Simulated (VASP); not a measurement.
Crystal: Zn6C.

```xyz
7
Lattice="-3.1573 3.1573 3.1573 3.1573 -3.1573 3.1573 3.1573 3.1573 -3.1573" Properties=species:S:1:pos:R:3 pbc="T T T"
Zn    2.0235    0.0000    0.0000
Zn    4.2911    0.0000    0.0000
Zn    0.0000    2.0235    0.0000
Zn    0.0000    4.2911    0.0000
Zn    0.0000    0.0000    2.0235
Zn    0.0000    0.0000    4.2911
C     0.0000    0.0000    0.0000
```

The cell was built by a generator and needn't be a form met in nature.

- Program: VASP 6.6.1
- Task: relaxation of cell and atoms
- Functional: PBEsol
- Dispersion: D3
- Potentials or basis: VASP PAW PBE potentials, release 64 (Zn, C)
- Cutoff: 600 eV
- k mesh: 5 × 5 × 5
- Occupations: fermi-dirac, width 0.05 eV
- Spin: no spin polarisation

At the start: pressure -4.6 GPa; volume 17.99 Å³/atom.

**Question.** How do energy, volume and symmetry change on relaxing?

**Answer.** Over 8 steps the energy falls by 17.6 meV/atom and the volume is 16.82 Å³/atom (-6.5 %); space group Im-3m (No. 229, to 0.05 Å).

The path:
```
step  energy change (eV)  largest force (eV/Å)  pressure (GPa)  volume (Å³)
   1              0.0000                0.0225           -4.57       125.90
   2             -0.1204                0.0673            0.59       116.78
   3             -0.1226                0.0555            0.06       117.69
   4             -0.1226                0.0534           -0.04       117.85
   5             -0.1227                0.0364           -0.06       117.81
   6             -0.1228                0.0005           -0.07       117.83
   7             -0.1228                0.0027            0.05       117.71
   8             -0.1229                0.0015            0.00       117.77
```

Final structure:
```yaml
crystal:
  lattice:
    - [-3.08786, 3.08786, 3.08786]
    - [3.08786, -3.08786, 3.08786]
    - [3.08786, 3.08786, -3.08786]
  atoms:
    - { symbol: Zn, position: [0.00000, 0.32055, 0.32055] }
    - { symbol: Zn, position: [0.00000, 0.67945, 0.67945] }
    - { symbol: Zn, position: [0.32055, 0.00000, 0.32055] }
    - { symbol: Zn, position: [0.67945, 0.00000, 0.67945] }
    - { symbol: Zn, position: [0.32055, 0.32055, 0.00000] }
    - { symbol: Zn, position: [0.67945, 0.67945, 0.00000] }
    - { symbol: C, position: [0.00000, 0.00000, 0.00000] }
```

Caveat: the PAW data sets were made with another functional, which shifts forces and pressure a little; pairwise dispersion overbinds metals, which lowers pressure and volume.
